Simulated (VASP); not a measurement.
Level of theory: PBE GGA + U (Dudarev), VASP's PBE PAW potentials (set 64) (plane waves; VASP 6.6.1).

Input for VASP

**INCAR**
```
! general
SYSTEM    = NiAl
PREC      = Accurate
ENCUT     = 400
LREAL     = .FALSE.
LASPH     = .TRUE.

! electronic loop
EDIFF     = 1E-6
NELM      = 100
ALGO      = Normal
LMAXMIX   = 4

! smearing
ISMEAR    = 1
SIGMA     = 0.1

! functional
GGA       = PE

! DFT+U
LDAU      = .TRUE.
LDAUTYPE  = 2
LDAUL     = -1 2
LDAUU     = 0 4.0
LDAUJ     = 0 0
LDAUPRINT = 1

! ions
ISIF      = 2

! output
LWAVE     = .FALSE.
LCHARG    = .FALSE.
LORBIT    = 10
```

### POSCAR
```
NiAl
2.94780
  1.0000000000   0.0000000000   0.0000000000
  0.0000000000   1.0000000000   0.0000000000
  0.0000000000   0.0000000000   1.0000000000
Al Ni
1 1
Cart
  0.5000000000   0.5000000000   0.5000000000
  0.0000000000   0.0000000000   0.0000000000
```

**KPOINTS**
```
K-points
0
gamma
 11 11 11
0 0 0
```

POTCAR, in this order: Al Ni (PBE.64 set). Program: vasp_std.

The resulting files:

**OSZICAR**
```
       N       E                     dE             d eps       ncg     rms          rms(c)
DAV:   1     0.377862238329E+02    0.37786E+02   -0.48361E+03  1136   0.108E+03
DAV:   2    -0.756345221149E+01   -0.45350E+02   -0.42877E+02  1124   0.188E+02
DAV:   3    -0.861928998144E+01   -0.10558E+01   -0.10502E+01  1328   0.390E+01
DAV:   4    -0.863405872899E+01   -0.14769E-01   -0.14764E-01  1292   0.413E+00
DAV:   5    -0.863443337413E+01   -0.37465E-03   -0.37464E-03  1278   0.645E-01    0.786E+00
DAV:   6    -0.922980772139E+01   -0.59537E+00   -0.20884E+01  1234   0.798E+01    0.865E+00
DAV:   7    -0.807720854032E+01    0.11526E+01   -0.68195E+00  1244   0.491E+01    0.118E+00
DAV:   8    -0.806511320610E+01    0.12095E-01   -0.13907E-01  1242   0.399E+00    0.750E-01
DAV:   9    -0.805949520874E+01    0.56180E-02   -0.29321E-02  1310   0.286E+00    0.692E-02
DAV:  10    -0.805950500030E+01   -0.97916E-05   -0.36282E-04  1192   0.250E-01    0.313E-02
DAV:  11    -0.805950961703E+01   -0.46167E-05   -0.44900E-05  1248   0.109E-01    0.542E-03
DAV:  12    -0.805950942246E+01    0.19457E-06   -0.42428E-06   894   0.329E-02
   1 F= -.80595094E+01 E0= -.80594204E+01  d E =-.267087E-03
```

### OUTCAR
```
------------------------ aborting loop because EDIFF is reached ----------------------------------------
  FORCE on cell =-STRESS in cart. coord.  units (eV):
  Direction    XX          YY          ZZ          XY          YZ          ZX
  --------------------------------------------------------------------------------------
  Total       -1.8926358     -1.8926358     -1.8926358      0.0000000      0.0000000     -0.0000000
  in kB     -118.3814352   -118.3814352   -118.3814352      0.0000000      0.0000000     -0.0000000
  external PRESSURE =    -118.3814352 kB  Pullay stress =       0.0000000 kB
  volume of cell :       25.61
      direct lattice vectors                 reciprocal lattice vectors
     2.947800000  0.000000000  0.000000000     0.339236040  0.000000000  0.000000000
     0.000000000  2.947800000  0.000000000     0.000000000  0.339236040  0.000000000
     0.000000000  0.000000000  2.947800000     0.000000000  0.000000000  0.339236040
 POSITION                                       TOTAL-FORCE (eV/Angst)
 -----------------------------------------------------------------------------------
      1.47390      1.47390      1.47390         0.000000      0.000000      0.000000
      0.00000      0.00000      0.00000         0.000000      0.000000      0.000000
 -----------------------------------------------------------------------------------
    total drift:                               -0.000000      0.000000     -0.000000
  FREE ENERGIE OF THE ION-ELECTRON SYSTEM (eV)
  ---------------------------------------------------
  free  energy   TOTEN  =        -8.0595094225 eV

  energy  without entropy=       -8.0592423351  energy(sigma->0) =       -8.05942039

 total charge

# of ion       s       p       d       tot
------------------------------------------
    1        0.380   0.376   0.000   0.756
    2        0.429   0.427   8.655   9.510
--------------------------------------------------
tot          0.808   0.803   8.655  10.265
```
(Selected blocks of OUTCAR.)

The compound is NiAl in the CsCl type structure. The cell was not relaxed at this level. The run is one of a series of settings (LDAU = .TRUE., LDAUJ = 0 0, LDAUL = -1 2, LDAUTYPE = 2, LDAUU = 0 4.0 against the base run), some of them coarse on purpose. The run is not spin-polarised, so no magnetic state was tried. The electron count is odd and the run is not spin-polarised, which forces a metal.
